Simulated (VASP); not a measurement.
**BaZrO3: stress against strain**

BaZrO3 (cubic perovskite, Pm-3m, 14.712 Å³/atom and stress up to 0.07 GPa in the relaxed cell, cube axes along x, y and z) under an equal strain ε along x and y, with z held. PBEsol in VASP (plane waves, PAW), 600 eV, 8×8×8 Γ-centred mesh, Gaussian smearing 0.05 eV; ions are relaxed, or left where forces stay under 0.02 eV/Å, within the symmetry of each cell. Stress is positive for a compressed cell.

Here s stands for strain and y for stress xx.

```csv
strain (%),stress xx (GPa)
-1.50,6.60
-1.00,4.24
-0.50,2.02
0.00,-0.07
0.50,-2.04
1.00,-3.89
1.50,-5.62
3.00,?
```

Fit y of the 7 rows that show it with a straight line. Means: s 0, y 0.177. About the means, the sum of products is -28.490 and the sum of squares of s is 7.0000; the slope is their ratio. Least squares gives y = 0.177 - 4.0700·s. Residuals (row less fit): 0.318, -0.007, -0.192, -0.247, -0.182, 0.003, 0.308; standard error 0.256 (degrees of freedom: 5). The slope gives the elastic constants C11 + C12 = 407 ± 10 GPa (± standard error of the fit, which holds the terms cut off).

Estimate the missing y (s = 3.00); what did the run itself give?

y = 0.177 - 4.0700 × 3.0 = -12.033 GPa. The calculation gives -10.21 GPa, 1.823 GPa above the prediction (10.8 % of the range of y in the table). The row lies outside the fitted rows, so this is an extrapolation. From the scatter of the fitted rows alone, a prediction at this place has a standard error of 0.399 GPa, so the miss is 4.6 times that.

A polynomial of degree 2 through the 12 other runs of the series gives -10.07 there, so most of the miss is curvature that the fit leaves out. The primitive cell can neither tilt nor turn polar against its symmetry, as such crystals can under strain. Rows are the converged runs of the series near zero and its far end, less any whose ions stayed unrelaxed beside relaxed ones; series whose fitted rows scatter by over a few per cent of the range, as at a crossing or softening among them, aren't shown in this form. Most that stay on the fit to the last digits aren't either.
